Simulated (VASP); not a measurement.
# Zn (Zinc) under strain

How does the pressure of Zn (Zinc) answer to a change of volume? The bands are shown for each cell. All runs use r2SCAN. Left out of this account: 1 further run (self-consistent run: a reference on another mesh). The start is a cell from a database of measured crystal structures.

Program: VASP 6.6.1. Level of theory: r2SCAN; plane waves and PAW (Zn). Results are calculated unless marked as measured.

**1. Starting point**

Symmetry: P6_3/mmc, No. 194, hexagonal system. Conventional cell: a = 2.665 Å, b = 2.665 Å, c = 4.947 Å, α = 90.00°, β = 90.00°, γ = 120.00°. Nearest to Zn lie 12 Zn at 2.66 to 2.91 Å.

**2. Bands, cell as listed**

Levels along the symmetry lines show where the bands peak and cross; KPOINTS_OPT computes them in the converged potential. r2SCAN adds the kinetic-energy density, costs more than a GGA and is run with LASPH.

INCAR

```
SYSTEM = Zn
PREC = Accurate
ENCUT = 400
EDIFF = 1E-06
NELM = 100
ISMEAR = -1
SIGMA = 0.05
LREAL = .FALSE.
ALGO = Normal
METAGGA = R2SCAN
LASPH = .TRUE.
NBANDS = 24
LORBIT = 11
LWAVE = .FALSE.
LCHARG = .FALSE.
KPAR = 2
```

POSCAR

```
Zn
1.0
    2.6648000000      0.0000000000      0.0000000000
   -1.3324000000      2.3077844960      0.0000000000
    0.0000000000      0.0000000000      4.9467000000
Zn
2
Direct
    0.3333333333      0.6666666667      0.2500000000
    0.6666666667      0.3333333333      0.7500000000
```

KPOINTS

```
Automatic mesh
0
Gamma
17 17 8
0 0 0
```

KPOINTS_OPT

```
Line mode
16
Line-mode
Reciprocal
  0.00000000   0.00000000   0.00000000 GAMMA
  0.50000000   0.00000000   0.00000000 M

  0.50000000   0.00000000   0.00000000 M
  0.33333333   0.33333333   0.00000000 K

  0.33333333   0.33333333   0.00000000 K
  0.00000000   0.00000000   0.00000000 GAMMA

  0.00000000   0.00000000   0.00000000 GAMMA
  0.00000000   0.00000000   0.50000000 A

  0.00000000   0.00000000   0.50000000 A
  0.50000000   0.00000000   0.50000000 L

  0.50000000   0.00000000   0.50000000 L
  0.33333333   0.33333333   0.50000000 H

  0.33333333   0.33333333   0.50000000 H
  0.00000000   0.00000000   0.50000000 A

  0.50000000   0.00000000   0.50000000 L
  0.50000000   0.00000000   0.00000000 M

  0.33333333   0.33333333   0.00000000 K
  0.33333333   0.33333333   0.50000000 H
```

Potentials, in the order of the species: Zn (PBE family, release 64).

The run is started by

```console
mpirun -np 2 vasp_std
```

Output:

```text
[banner, memory and clock lines left out]
running    2 mpi-ranks, on    1 nodes
 distrk:  each k-point on    1 cores,    2 groups
 distr:  one band on    1 cores,    1 groups

 POSCAR found type information on POSCAR Zn
 POSCAR found :  1 types and       2 ions
|                                                                             |
|               ----> ADVICE to this user running VASP <----                  |
|                                                                             |
|     You enforced a specific xc type in the INCAR file but a different       |
|     [... a line on the potential file left out ...]
|     I HOPE YOU KNOW WHAT YOU ARE DOING!                                     |
|                                                                             |

 LDA part: xc-table for (None), standard interpolation
 POSCAR, INCAR and KPOINTS ok, starting setup
 FFT: planning ... GRIDC
 FFT: planning ... GRID_SOFT
 FFT: planning ... GRID
 WAVECAR not read
 entering main loop
       N       E                     dE             d eps       ncg     rms          rms(c)
DAV:   1     0.100488945101E+03    0.10049E+03   -0.99917E+03  8472   0.138E+03
DAV:   2    -0.128579128153E+02   -0.11335E+03   -0.10594E+03  8360   0.254E+02
DAV:   3    -0.207798800294E+02   -0.79220E+01   -0.78952E+01  9144   0.676E+01
DAV:   4    -0.208306035376E+02   -0.50724E-01   -0.50719E-01  8912   0.590E+00
DAV:   5    -0.208306641400E+02   -0.60602E-04   -0.60602E-04  9264   0.183E-01    0.402E+00
DAV:   6    -0.177635083681E+02    0.30672E+01   -0.14483E+00  9232   0.223E+01    0.403E+00
DAV:   7    -0.177450296802E+02    0.18479E-01   -0.80772E-02  9464   0.515E+00    0.235E+00
DAV:   8    -0.177671524821E+02   -0.22123E-01   -0.49995E-02  9248   0.298E+00    0.425E-01
DAV:   9    -0.177651717674E+02    0.19807E-02   -0.16166E-02  8616   0.244E+00    0.164E-01
DAV:  10    -0.177649824452E+02    0.18932E-03   -0.80139E-04  8344   0.328E-01    0.104E-01
DAV:  11    -0.177646965267E+02    0.28592E-03   -0.62509E-04  9848   0.461E-01    0.597E-03
DAV:  12    -0.177647023934E+02   -0.58667E-05   -0.31635E-05  8200   0.435E-02    0.135E-02
DAV:  13    -0.177647015563E+02    0.83708E-06   -0.42673E-06  9856   0.368E-02
   1 F= -.17764702E+02 E0= -.17762056E+02  d E =-.529136E-02
 Start KPOINTS_OPT (optional k-point list driver)
k-point batch [1-144\144]
       N       E                     dE             ncg
DAV:   1     0.349017633726E+04   -0.10220E+06     7408
DAV:   2    -0.128844982168E+05   -0.16375E+05     7296
DAV:   3    -0.140640192855E+05   -0.11795E+04     7936
DAV:   4    -0.140720851171E+05   -0.80658E+01     8088
DAV:   5    -0.140720950136E+05   -0.98965E-02     7984
DAV:   6    -0.140720950365E+05   -0.22908E-04     7160
DAV:   7    -0.140720950369E+05   -0.33716E-06     5960
```

The job ended after 1.7 min (2 MPI ranks of Intel Xeon 6975P-C (Granite Rapids), shared host; peak memory 0.42 GiB; 3 min of CPU time).

The logs omit lines about the potential files and the build; timing stands in the text.

OUTCAR, selected parts (step 2):

```text
ion  position               nearest neighbor table
   1  0.333  0.667  0.250-   2 2.91   2 2.91   2 2.91   2 2.91   2 2.91   2 2.91
   2  0.667  0.333  0.750-   1 2.91   1 2.91   1 2.91   1 2.91   1 2.91   1 2.91

  LATTYP: Found a hexagonal cell.
 ALAT       =     2.6648000000
 C/A-ratio  =     1.8563119183

 Subroutine GETGRP returns: Found 24 space group operations
 (whereof 12 operations were pure point group operations)

The static configuration has the point symmetry D_3d.
 The point group associated with its full space group is D_6h.

 Found    165 irreducible k-points:

   k-points           NKPTS =    165   k-points in BZ     NKDIM =    165   number of bands    NBANDS=     24

   dimension x,y,z NGX =    18 NGY =   18 NGZ =   32
   dimension x,y,z NGXF=    36 NGYF=   36 NGZF=   64

   ENCUT  =  400.0 eV  29.40 Ry    5.42 a.u.   4.35  4.35  8.07*2*pi/ulx,y,z

   NELECT =      24.0000    total number of electrons

 k-points in reciprocal lattice and weights: Automatic mesh
   0.00000000  0.00000000  0.00000000       0.000
   0.05882353 -0.00000000  0.00000000       0.003
   0.11764706 -0.00000000  0.00000000       0.003
   0.17647059  0.00000000  0.00000000       0.003
   0.23529412 -0.00000000  0.00000000       0.003
   0.29411765 -0.00000000  0.00000000       0.003
   0.35294118  0.00000000  0.00000000       0.003
   0.41176471 -0.00000000  0.00000000       0.003
   0.47058824 -0.00000000  0.00000000       0.003
[...]
0.29411765  0.29411765  0.50000000       0.003
   0.35294118  0.29411765  0.50000000       0.003

 average (electrostatic) potential at core
       1 -42.4601       2 -42.4601

 E-fermi :   2.9197

 k-point     1 :       0.0000    0.0000    0.0000
  band No.  band energies     occupation
    ...
      9      -4.6224      2.00000
     10      -4.4129      2.00000
     11      -4.4128      2.00000
     12      -0.8109      2.00000
     13      -0.1466      2.00000
     14      17.3542      0.00000
     15      20.8967      0.00000
     16      21.4092      0.00000
     17      21.4096      0.00000
     18      23.0161      0.00000
    ...

 k-point     2 :       0.0588   -0.0000    0.0000
  band No.  band energies     occupation
    ...
      9      -4.6321      2.00000
     10      -4.4729      2.00000
     11      -4.4115      2.00000
     12      -0.6400      2.00000
     13      -0.0899      2.00000
     14      17.4723      0.00000
     15      19.3228      0.00000
     16      20.3374      0.00000
     17      20.8592      0.00000
     18      22.0907      0.00000
    ...

 k-point     3 :       0.1176   -0.0000    0.0000
  band No.  band energies     occupation
    ...
      9      -4.6585      2.00000
     10      -4.5992      2.00000
     11      -4.4096      2.00000
     12      -0.1612      2.00000
     13       0.0885      2.00000
     14      16.3877      0.00000
     15      17.8119      0.00000
     16      18.8594      0.00000
     17      20.4820      0.00000
     18      21.2390      0.00000
    ...

  Total       -1.1048829     -1.1048829     -0.8749013      0.0000000     -0.0000000     -0.0000000
  in kB      -58.1904069    -58.1904069    -46.0780638      0.0000000     -0.0000000     -0.0000000
  external PRESSURE =     -54.1529592 kB  Pullay stress =       0.0000000 kB

  energy-cutoff  :      400.00
  volume of cell :       30.42
      direct lattice vectors                 reciprocal lattice vectors
     2.664800000  0.000000000  0.000000000     0.375262684  0.216658012  0.000000000
    -1.332400000  2.307784496  0.000000000     0.000000000  0.433316023  0.000000000
     0.000000000  0.000000000  4.946700000     0.000000000  0.000000000  0.202154972

 POSITION                                       TOTAL-FORCE (eV/Angst)
 -----------------------------------------------------------------------------------
     -0.00000      1.53852      1.23667        -0.000000      0.000000      0.000000
      1.33240      0.76926      3.71002         0.000000     -0.000000      0.000000
 -----------------------------------------------------------------------------------
    total drift:                               -0.000000      0.000000     -0.000000

  FREE ENERGIE OF THE ION-ELECTRON SYSTEM (eV)
  ---------------------------------------------------
  free  energy   TOTEN  =       -17.7647015563 eV

  energy  without entropy=      -17.7594101955  energy(sigma->0) =      -17.76205588

 total charge
# of ion       s       p       d       tot
------------------------------------------
    1        0.582   0.459   9.729  10.770
    2        0.582   0.459   9.729  10.770
--------------------------------------------------
tot          1.164   0.917  19.459  21.541

[... 3 further parts left out ...]
```

The PAW data sets were made with PBE, which is usual practice but a small mismatch for other functionals. At this level the cell is under a tension of 5.4 GPa, so at these settings it is away from equilibrium.

This step gave:

```yaml
electronic_steps: 13
electrons: 24
bands: 24
irreducible_k_points: 165
symmetry_operations: 24
free_energy_toten: -17.76 eV
energy_at_zero_smearing: -17.76 eV
fermi_energy: 2.920 eV
pressure: -5.415 GPa
metallic: yes
```

Electronic bands along the path, in eV, zero at the Fermi level; # counts the bands kept:

```csv
point,#9,#10,#11,#12,#13,#14,#15,#16
Γ,-7.54,-7.33,-7.33,-3.73,-3.07,14.43,17.98,18.49
0.47 of the way,-7.59,-7.55,-7.33,-2.02,-1.47,7.94,13.43,13.80
M,-7.14,-7.12,-2.94,-2.18,2.87,3.81,4.49,6.02
0.47 of the way,-7.29,-7.27,-2.17,-1.66,3.48,4.44,4.87,6.21
K,-7.43,-7.43,0.12,0.12,0.18,5.24,6.60,6.60
0.53 of the way,-7.45,-7.37,-7.20,-1.60,-0.82,8.31,8.53,14.27
Γ,-7.54,-7.33,-7.33,-3.73,-3.07,14.43,17.98,18.49
0.53 of the way,-7.50,-7.36,-7.36,-6.45,0.66,9.69,18.94,18.94
A,-7.42,-7.42,-7.42,-7.42,4.90,4.90,19.87,19.87
0.53 of the way,-7.43,-7.43,-6.26,-6.26,6.74,6.74,8.34,8.34
L,-7.13,-7.13,-1.94,-1.94,0.30,0.30,10.83,10.83
0.53 of the way,-7.33,-7.33,-0.90,-0.90,0.81,0.81,7.01,7.01
H,-7.35,-7.35,0.99,0.99,1.92,1.92,2.53,2.53
0.53 of the way,-7.38,-7.38,-6.16,-6.16,6.91,6.91,9.94,9.94
A,-7.42,-7.42,-7.42,-7.42,4.90,4.90,19.87,19.87
jump to L,-7.13,-7.13,-1.94,-1.94,0.30,0.30,10.83,10.83
0.47 of the way,-7.14,-7.13,-2.57,-2.00,1.25,1.39,7.90,8.48
M,-7.14,-7.12,-2.94,-2.18,2.87,3.81,4.49,6.02
jump to K,-7.43,-7.43,0.12,0.12,0.18,5.24,6.60,6.60
0.47 of the way,-7.39,-7.39,0.39,0.39,0.58,3.93,4.06,4.06
H,-7.35,-7.35,0.99,0.99,1.92,1.92,2.53,2.53
```

There is no gap at this level.

**3. Bands, volume times 1.04**

The cell is expanded evenly, with fractional positions held.

INCAR is that of step 2.

POSCAR

```
Zn
1.0
    2.6998671793      0.0000000000      0.0000000000
   -1.3499335897      2.3381535641      0.0000000000
    0.0000000000      0.0000000000      5.0117956229
Zn
2
Direct
    0.3333333333      0.6666666667      0.2500000000
    0.6666666667      0.3333333333      0.7500000000
```

KPOINTS is that of step 2.

KPOINTS_OPT is that of step 2.

The run is started by

```console
mpirun -np 2 vasp_std
```

Output:

```text
[banner, memory and clock lines left out]
running    2 mpi-ranks, on    1 nodes
 distrk:  each k-point on    1 cores,    2 groups
 distr:  one band on    1 cores,    1 groups

 POSCAR found type information on POSCAR Zn
 POSCAR found :  1 types and       2 ions
 [... a notice as in an earlier step ...]

 LDA part: xc-table for (None), standard interpolation
 POSCAR, INCAR and KPOINTS ok, starting setup
 FFT: planning ... GRIDC
 FFT: planning ... GRID_SOFT
 FFT: planning ... GRID
 WAVECAR not read
 entering main loop
       N       E                     dE             d eps       ncg     rms          rms(c)
DAV:   1     0.100968348586E+03    0.10097E+03   -0.10067E+04  8520   0.136E+03
DAV:   2    -0.129318758554E+02   -0.11390E+03   -0.10674E+03  8352   0.252E+02
DAV:   3    -0.207638242096E+02   -0.78319E+01   -0.78058E+01  9184   0.672E+01
DAV:   4    -0.208150237432E+02   -0.51200E-01   -0.51195E-01  8848   0.590E+00
DAV:   5    -0.208150873050E+02   -0.63562E-04   -0.63561E-04  9240   0.187E-01    0.367E+00
DAV:   6    -0.177191628240E+02    0.30959E+01   -0.14398E+00  9288   0.217E+01    0.387E+00
DAV:   7    -0.177005053198E+02    0.18658E-01   -0.78469E-02  9432   0.494E+00    0.228E+00
DAV:   8    -0.177252499634E+02   -0.24745E-01   -0.58100E-02  9352   0.322E+00    0.447E-01
DAV:   9    -0.177230622282E+02    0.21877E-02   -0.17539E-02  8640   0.249E+00    0.163E-01
DAV:  10    -0.177228980764E+02    0.16415E-03   -0.86474E-04  8512   0.319E-01    0.109E-01
DAV:  11    -0.177225870766E+02    0.31100E-03   -0.75618E-04  9616   0.499E-01    0.107E-02
DAV:  12    -0.177225942829E+02   -0.72063E-05   -0.29948E-05  8272   0.372E-02    0.141E-02
DAV:  13    -0.177225940519E+02    0.23100E-06   -0.39823E-06 10032   0.341E-02
   1 F= -.17722594E+02 E0= -.17719999E+02  d E =-.518936E-02
 Start KPOINTS_OPT (optional k-point list driver)
k-point batch [1-144\144]
       N       E                     dE             ncg
DAV:   1     0.349042296737E+04   -0.10119E+06     7320
DAV:   2    -0.132825939746E+05   -0.16773E+05     7224
DAV:   3    -0.145117414180E+05   -0.12291E+04     8064
DAV:   4    -0.145203760825E+05   -0.86347E+01     7888
DAV:   5    -0.145203872272E+05   -0.11145E-01     8096
DAV:   6    -0.145203872541E+05   -0.26869E-04     7352
DAV:   7    -0.145203872544E+05   -0.29476E-06     6088
```

Wall time 2.2 min (2 MPI ranks); peak memory 0.43 GiB.

From OUTCAR (step 3):

```text
  LATTYP: Found a hexagonal cell.
 ALAT       =     2.6998671793
 C/A-ratio  =     1.8563119184

 Found    165 irreducible k-points:

   dimension x,y,z NGX =    18 NGY =   18 NGZ =   36
   dimension x,y,z NGXF=    36 NGYF=   36 NGZF=   72

   ENCUT  =  400.0 eV  29.40 Ry    5.42 a.u.   4.40  4.40  8.17*2*pi/ulx,y,z

   NELECT =      24.0000    total number of electrons

 E-fermi :   2.6692

 k-point     1 :       0.0000    0.0000    0.0000
  band No.  band energies     occupation
    ...
      9      -4.8246      2.00000
     10      -4.6303      2.00000
     11      -4.6302      2.00000
     12      -0.8747      2.00000
     13      -0.4495      2.00000
     14      16.7113      0.00000
     15      20.2217      0.00000
     16      20.6042      0.00000
     17      20.6046      0.00000
     18      22.2186      0.00000
    ...

 k-point     2 :       0.0588    0.0000    0.0000
  band No.  band energies     occupation
    ...
      9      -4.8335      2.00000
     10      -4.6829      2.00000
     11      -4.6289      2.00000
     12      -0.7142      2.00000
     13      -0.3923      2.00000
     14      16.8238      0.00000
     15      18.6242      0.00000
     16      19.5876      0.00000
     17      20.1703      0.00000
     18      21.4266      0.00000
    ...

  Total       -1.7701144     -1.7701144     -1.2337743      0.0000000     -0.0000000     -0.0000000
  in kB      -89.6402636    -89.6402636    -62.4794946      0.0000000     -0.0000000     -0.0000000
  external PRESSURE =     -80.5866740 kB  Pullay stress =       0.0000000 kB

  energy-cutoff  :      400.00
  volume of cell :       31.64
      direct lattice vectors                 reciprocal lattice vectors
     2.699867179  0.000000000  0.000000000     0.370388591  0.213843953  0.000000000
    -1.349933590  2.338153564  0.000000000     0.000000000  0.427687905  0.000000000
     0.000000000  0.000000000  5.011795623     0.000000000  0.000000000  0.199529286

 POSITION                                       TOTAL-FORCE (eV/Angst)
 -----------------------------------------------------------------------------------
     -0.00000      1.55877      1.25295         0.000000      0.000000      0.000000
      1.34993      0.77938      3.75885        -0.000000      0.000000      0.000000
 -----------------------------------------------------------------------------------
    total drift:                               -0.000000      0.000000      0.000000

  FREE ENERGIE OF THE ION-ELECTRON SYSTEM (eV)
  ---------------------------------------------------
  free  energy   TOTEN  =       -17.7225940519 eV

  energy  without entropy=      -17.7174046951  energy(sigma->0) =      -17.71999937

 total charge
# of ion       s       p       d       tot
------------------------------------------
    1        0.578   0.431   9.729  10.738
    2        0.578   0.431   9.729  10.738
--------------------------------------------------
tot          1.157   0.862  19.458  21.476

[... 3 parts as in an earlier step ...]

[... 7 further parts left out ...]
```

This step gave:

* free energy (TOTEN): -17.72 eV
* energy at zero smearing: -17.72 eV
* Fermi energy: 2.669 eV
* pressure: -8.059 GPa

Electronic bands along the path, in eV, zero at the Fermi level; # counts the bands kept:

```csv
point,#9,#10,#11,#12,#13,#14,#15,#16
Γ,-7.50,-7.30,-7.30,-3.54,-3.12,14.04,17.55,17.93
0.47 of the way,-7.53,-7.50,-7.30,-2.07,-1.38,7.71,13.06,13.37
M,-7.12,-7.10,-2.83,-2.18,2.74,3.75,4.22,5.92
0.47 of the way,-7.26,-7.24,-2.10,-1.68,3.34,4.36,4.62,6.00
K,-7.39,-7.39,0.07,0.07,0.21,5.09,6.30,6.30
0.47 of the way,-7.35,-7.32,-6.75,-1.11,-0.02,6.75,7.04,12.54
Γ,-7.50,-7.30,-7.30,-3.54,-3.12,14.04,17.55,17.93
0.47 of the way,-7.46,-7.32,-7.32,-6.00,0.08,10.13,18.27,18.27
A,-7.38,-7.38,-7.38,-7.38,4.75,4.75,19.26,19.26
0.53 of the way,-7.38,-7.38,-6.15,-6.15,6.56,6.56,8.09,8.09
L,-7.11,-7.11,-1.84,-1.84,0.19,0.19,10.53,10.53
0.53 of the way,-7.30,-7.30,-0.85,-0.85,0.70,0.70,6.80,6.80
H,-7.31,-7.31,0.98,0.98,1.89,1.89,2.34,2.34
0.47 of the way,-7.29,-7.29,-5.46,-5.46,7.16,7.16,8.35,8.35
A,-7.38,-7.38,-7.38,-7.38,4.75,4.75,19.26,19.26
jump to L,-7.11,-7.11,-1.84,-1.84,0.19,0.19,10.53,10.53
0.47 of the way,-7.12,-7.10,-2.45,-1.97,1.16,1.28,7.64,8.30
M,-7.12,-7.10,-2.83,-2.18,2.74,3.75,4.22,5.92
jump to K,-7.39,-7.39,0.07,0.07,0.21,5.09,6.30,6.30
0.47 of the way,-7.36,-7.36,0.35,0.35,0.59,3.84,3.88,3.88
H,-7.31,-7.31,0.98,0.98,1.89,1.89,2.34,2.34
```

 The pressure is -8.06 GPa.

For the pressure, step 2 gave -5.42 GPa; this run, with cell volume +4.0 %, gives -8.06 GPa.

(Part 1 of 3 ends here.)

[Lines on the potential files, build, host, timing and source positions are cut from VASP's logs without a mark.]

[Logs are printed without paths, hosts, clocks, repeated set-up lines and the standing remarks that a program may print on its own settings, such as how far it seeks lower states.]

[Hosts, paths, dates, database ids (printed as entryN), source tags and the programs' standing remarks are cut or masked in the printed files.]

[A measured line is paired with the nearest computed mode of its activity, which favours agreement.]
